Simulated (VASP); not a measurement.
FeS2 (marcasite): computed properties

The numbers are results of PBEsol GGA, VASP's PBE PAW potentials (set 64) (plane waves; VASP 6.6.1), not measurements.

For FeS2, the space group comes out as Pnnm (58) and the cell is a = 4.371 Å, b = 5.336 Å, c = 3.345 Å, α = 90.00°, β = 90.00°, γ = 90.00°. The volume per atom comes out as 13.00 Å³/atom and the band gap (over mesh and band path) is 0.87 eV. The smallest direct gap (over mesh and band path) is 1.26 eV. The cell moment comes out as 0.00 μB. The band-edge character comes out as indirect, Γ-X at 0.83 to T and the density comes out as 5.11 g/cm³.

```xyz
6
Lattice="3.3451 0.0000 0.0000 0.0000 4.3712 0.0000 0.0000 0.0000 5.3358" Properties=species:S:1:pos:R:3 pbc="T T T"
Fe     0.0000     0.0000     0.0000
Fe     1.6726     2.1856     2.6679
S      0.0000     0.9020     1.9995
S      1.6726     3.0876     0.6684
S      1.6726     1.2836     4.6674
S      0.0000     3.4692     3.3362
```

The compound is FeS2 in the marcasite structure. It was relaxed first. Symmetry was kept, so distortions that lower it aren't found.
